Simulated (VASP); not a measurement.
A run of VASP 6.6.1 is set up as follows.

File POSCAR:

```
NbTe
1.0
    3.7029743866      0.0000000000      0.0000000000
   -1.8514871933      3.2068698884      0.0000000000
    0.0000000000      0.0000000000      3.6942110000
Te Nb
1 1
Direct
    0.6666666667      0.3333333333      0.0000000000
    0.0000000000      0.0000000000      0.5000000000
```

Contents of INCAR.step1:

```
SYSTEM = NbTe
PREC = Accurate
ENCUT = 520
EDIFF = 1E-7
ISMEAR = -1
SIGMA = 0.05
LREAL = .FALSE.
LASPH = .TRUE.
NELM = 60
ALGO = Normal
ISIF = 2
LWAVE = .FALSE.
LCHARG = .TRUE.
LMAXMIX = 4
GGA = RP
NBANDS = 16
```

Contents of KPOINTS.step1:

```
Automatic mesh
0
G
  8 8 7
  0 0 0
```

File INCAR.step2:

```
SYSTEM = NbTe
PREC = Accurate
ENCUT = 520
EDIFF = 1E-7
ISMEAR = 0
SIGMA = 0.05
LREAL = .FALSE.
LASPH = .TRUE.
NELM = 60
ALGO = Normal
ISIF = 2
LWAVE = .FALSE.
LCHARG = .FALSE.
LMAXMIX = 4
GGA = RP
NBANDS = 16
ICHARG = 11
```

File KPOINTS.step2:

```
path GMKGALHA,LM,KH
20
line-mode
reciprocal
 0.0000000000  0.0000000000  0.0000000000  G
 0.5000000000  0.0000000000  0.0000000000  M

 0.5000000000  0.0000000000  0.0000000000  M
 0.3333333333  0.3333333333  0.0000000000  K

 0.3333333333  0.3333333333  0.0000000000  K
 0.0000000000  0.0000000000  0.0000000000  G

 0.0000000000  0.0000000000  0.0000000000  G
 0.0000000000  0.0000000000  0.5000000000  A

 0.0000000000  0.0000000000  0.5000000000  A
 0.5000000000  0.0000000000  0.5000000000  L

 0.5000000000  0.0000000000  0.5000000000  L
 0.3333333333  0.3333333333  0.5000000000  H

 0.3333333333  0.3333333333  0.5000000000  H
 0.0000000000  0.0000000000  0.5000000000  A

 0.5000000000  0.0000000000  0.5000000000  L
 0.5000000000  0.0000000000  0.0000000000  M

 0.3333333333  0.3333333333  0.0000000000  K
 0.3333333333  0.3333333333  0.5000000000  H
```

Potentials or basis: VASP PAW PBE potentials, release 64 (Te, Nb_sv).

Run with:

```bash
$ cat potpaw_PBE.64/Te/POTCAR potpaw_PBE.64/Nb_sv/POTCAR > POTCAR
$ cp INCAR.step1 INCAR
$ cp KPOINTS.step1 KPOINTS
$ mpirun -np 1 vasp_std > vasp.out
$ cp INCAR.step2 INCAR
$ cp KPOINTS.step2 KPOINTS
$ mpirun -np 1 vasp_std > vasp.out
```

Estimate the band gap along the path.

none (metal or under the smearing width).

Levels at the corners of the path, in eV from the Fermi level:
```csv
point,band 7,band 8,band 9,band 10,band 11,band 12
Γ,-3.15,-3.00,-2.34,0.12,0.12,2.44
M,-3.83,-2.64,-2.61,-0.21,1.23,1.49
M,-3.83,-2.64,-2.61,-0.21,1.23,1.49
K,-5.45,-3.76,-0.95,-0.13,0.20,0.40
K,-5.45,-3.76,-0.95,-0.13,0.20,0.40
Γ,-3.15,-3.00,-2.34,0.12,0.12,2.44
Γ,-3.15,-3.00,-2.34,0.12,0.12,2.44
A,-2.62,-2.62,-0.97,-0.97,0.67,1.64
A,-2.62,-2.62,-0.97,-0.97,0.67,1.64
L,-5.89,-4.25,-1.38,1.15,1.27,1.80
L,-5.89,-4.25,-1.38,1.15,1.27,1.80
H,-5.76,-4.48,-1.12,1.13,1.68,2.12
H,-5.76,-4.48,-1.12,1.13,1.68,2.12
A,-2.62,-2.62,-0.97,-0.97,0.67,1.64
L,-5.89,-4.25,-1.38,1.15,1.27,1.80
M,-3.83,-2.64,-2.61,-0.21,1.23,1.49
K,-5.45,-3.76,-0.95,-0.13,0.20,0.40
H,-5.76,-4.48,-1.12,1.13,1.68,2.12
```

Caveat: the log is that of the step along the path at fixed density, whose energy, stress, charges and moments have no meaning; spin-orbit coupling is left out, which moves the levels of the heavy elements.
